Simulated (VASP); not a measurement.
Runs of VASP 6.6.1 on NaSc2O3. It takes space group P6/mmm (No. 191, hexagonal). The conventional cell has a = 5.622 Å, b = 5.622 Å, c = 2.860 Å, α = 90.00°, β = 90.00°, γ = 120.00°. Around Na (site symmetry 6/mmm) lie 2 Na at 2.86 Å and 12 O at 3.15 Å and 6 Sc at 3.25 Å. Sc (site symmetry -6m2) has 6 O at 2.16 Å as nearest neighbours. Around O (site symmetry mmm) lie 4 Sc at 2.16 Å. The cell was built by a generator and needn't be a form met in nature.

```csv
task,cell,k mesh,cutoff (eV),gap on the mesh (eV),pressure (GPa),relaxed volume (Å³/atom)
single point,"P6/mmm, 13.05 Å³/atom",6 × 6 × 6,520,none,0.7,-
single point,"P6/mmm, 13.07 Å³/atom",3 × 3 × 6,520,none,0.7,-
relaxation of cell and atoms,relaxed,3 × 3 × 6,600,none,0.0,(a)
relaxation of cell and atoms,relaxed,6 × 6 × 6,600,none,-0.2,13.13
```

Alike in all rows: level PBE; potentials or basis VASP PAW PBE potentials, release 64 (Na_pv, Sc_sv, O); no spin polarisation; smearing gaussian 0.1 eV; the mesh is coarse, so values aren't converged.

Q: Fill in the values left out.

A: (a) 13.12.

Caveats: all runs use coarse meshes; an odd number of electrons without spin polarisation forces a metal; a magnetic or distorted state may lie lower; the volume moved by over 15 % at a fixed basis, so the end points are rough (some runs).

A gap of «none» marks a metal or a gap under the smearing width.
